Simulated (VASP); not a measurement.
A convergence study with VASP on BN (space group P6_3mc): one setting is varied, all else stays as given below, so the limit is that of these other settings.

```
CELL_PARAMETERS angstrom
      1.26862    -2.19732     0.00000
      1.26862     2.19732     0.00000
      0.00000     0.00000     4.19890
ATOMIC_POSITIONS crystal
  B  0.66667 0.33333 0.50000
  B  0.33333 0.66667 0.00000
  N  0.66667 0.33333 0.87500
  N  0.33333 0.66667 0.37500
```

These are PBE GGA, VASP's PBE PAW potentials (set 64) (plane waves; VASP 6.6.1) values and carry that method's errors. The tightest run used: 600 eV cut-off, 11×11×6 Γ-centred mesh, Gaussian smearing of 0.010 eV, potentials B N.

| setting | highest Γ mode (cm⁻¹) | plane waves |
|---|---|---|
| ENCUT = 200 | 1092.9 | 158 |
| ENCUT = 240 | 1144.1 | 214 |
| ENCUT = 280 | 1138.3 | 260 |

These are the cheaper rows. Estimate the results at ENCUT = 600, and how far the last row shown lies from them.

| quantity | tightest run | last row shown is off by |
|---|---|---|
| highest Γ mode (cm⁻¹) | 1122.6 | 15.8 |

Left out are rungs that failed or repeat a setting and relaxations that didn't move; long series are thinned to 24 rows.

The structure is a typed BN crystal (space group no. 186). The cell was not relaxed at this level.
